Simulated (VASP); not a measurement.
Input:

```
W
1.0
   -1.59359     1.59359     1.59359
    1.59359    -1.59359     1.59359
    1.59359     1.59359    -1.59359
W
1
Direct
  0.00000   0.00000   0.00000
```

Level of theory: PBE GGA, VASP's PBE PAW potentials (set 64) (plane waves; VASP 6.6.1). Settings: PREC = Normal, EDIFF = 1E-5, 400 eV cut-off, 20×20×20 Γ-centred mesh, first-order Methfessel-Paxton smearing of 0.10 eV, potentials W_sv.

Unless said otherwise, spin-orbit coupling is left out, though it shifts the bands of the heavy elements here.

**Question.** Estimate the energy per atom (σ→0), band gap (on the k-mesh) with the smallest direct gap where there is one.

**Answer.** 
```
Item                                                         Value
------------------------  ----------------------------------------
band gap (on the k-mesh)  none (metal, semimetal or under 0.01 eV)
energy per atom (σ→0)                              -12959 meV/atom
```

Total energies compare only between runs with the same potentials, cut-off and functional.

The compound is W in the bcc structure. It was relaxed first.
